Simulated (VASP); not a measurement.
Runs of VASP 6.6.1 on AlH3. The cell holds a molecule in a box, 4 atoms: a = 12.000 Å, b = 11.000 Å, c = 12.000 Å, α = 90.00°, β = 90.00°, γ = 90.00°. 

```csv
task,level,potentials or basis,cell,grid for exact exchange (PRECFOCK),exchange at q = 0,gap on the mesh (eV),largest force (eV/Å)
single point,PBE0+D3(BJ),"VASP PAW PBE potentials, release 64 (Al, H)",as given,Fast,truncated,6.81,(b)
single point,BLYP+D4,"VASP PAW PBE potentials, release 64 (Al, H)",as given,-,-,4.77,0.01
electron localisation function,PBE,"VASP PAW PBE potentials, release 64 (Al, H)",as given,-,-,4.75,0.09
relaxation of the atoms,LDA,"VASP PAW LDA potentials, release 64 (Al, H)",atoms relaxed,-,-,(a),-
atomic charges,PBE+TS,"VASP PAW PBE potentials, release 64 (Al, H)",as given,-,-,4.75,0.10
```

Alike in all rows: no spin polarisation; k mesh 1 × 1 × 1; cutoff (eV) 520; smearing gaussian 0.01 eV.

Question: Fill in the values left out.

Answer: (a) 4.52; (b) 0.06.

Caveats: the PAW data sets were made with another functional, which shifts forces and pressure a little (some runs).

A k mesh can miss the band edges.

Not every run made on this cell is shown here.
